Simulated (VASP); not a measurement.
OSZICAR of a VASP run on Ta3ZrC4 (ordered alloy cell):

File OSZICAR:
```
       N       E                     dE             d eps       ncg     rms          rms(c)
DAV:   1     0.572519329754E+03    0.57252E+03   -0.33321E+04  2520   0.175E+03
DAV:   2    -0.631380893776E+02   -0.63566E+03   -0.62258E+03  2920   0.492E+02
DAV:   3    -0.103152123171E+03   -0.40014E+02   -0.38694E+02  3752   0.109E+02
DAV:   4    -0.104479590621E+03   -0.13275E+01   -0.13146E+01  3648   0.162E+01
DAV:   5    -0.104503818392E+03   -0.24228E-01   -0.24180E-01  3440   0.207E+00    0.515E+01
DAV:   6    -0.915053590551E+02    0.12998E+02   -0.79781E+01  3116   0.379E+01    0.212E+01
DAV:   7    -0.912773180917E+02    0.22804E+00   -0.32492E+00  3460   0.813E+00    0.109E+01
DAV:   8    -0.912027217279E+02    0.74596E-01   -0.30806E-01  3456   0.290E+00    0.133E+00
DAV:   9    -0.911999078401E+02    0.28139E-02   -0.23739E-02  3356   0.678E-01    0.361E-01
DAV:  10    -0.911998526590E+02    0.55181E-04   -0.26116E-03  3408   0.367E-01    0.105E-01
DAV:  11    -0.911998430261E+02    0.96329E-05   -0.23797E-04  3612   0.998E-02    0.354E-02
DAV:  12    -0.911998198250E+02    0.23201E-04   -0.54871E-05  3320   0.311E-02    0.129E-02
DAV:  13    -0.911998220216E+02   -0.21966E-05   -0.72076E-06  3712   0.127E-02    0.483E-03
DAV:  14    -0.911998239595E+02   -0.19379E-05   -0.13223E-06  2880   0.471E-03    0.122E-03
DAV:  15    -0.911998246457E+02   -0.68622E-06   -0.87093E-08  1892   0.136E-03    0.512E-04
DAV:  16    -0.911998247593E+02   -0.11362E-06   -0.22505E-08  1812   0.769E-04    0.183E-04
DAV:  17    -0.911998247524E+02    0.69876E-08   -0.67745E-09  1768   0.370E-04
   1 F= -.91199825E+02 E0= -.91199825E+02  d E =0.000000E+00
```

Q: Which electronic solver shows in the log?

A: It is blocked Davidson (ALGO = Normal, or the opening steps of other solvers). The INCAR had ALGO = Normal.

Q: Can the final energy be trusted as converged?

A: The run converged. It stopped with EDIFF = 1E-7, NELM = 100 (PBEsol GGA, plane waves, VASP's PBE PAW potentials (set 64)).

The structure was generated: Ta3ZrC4 was put into an ordered model structure (Pm-3m), which need not be its known phase. It was relaxed first. The electron count is odd and the run is not spin-polarised, which forces a metal.
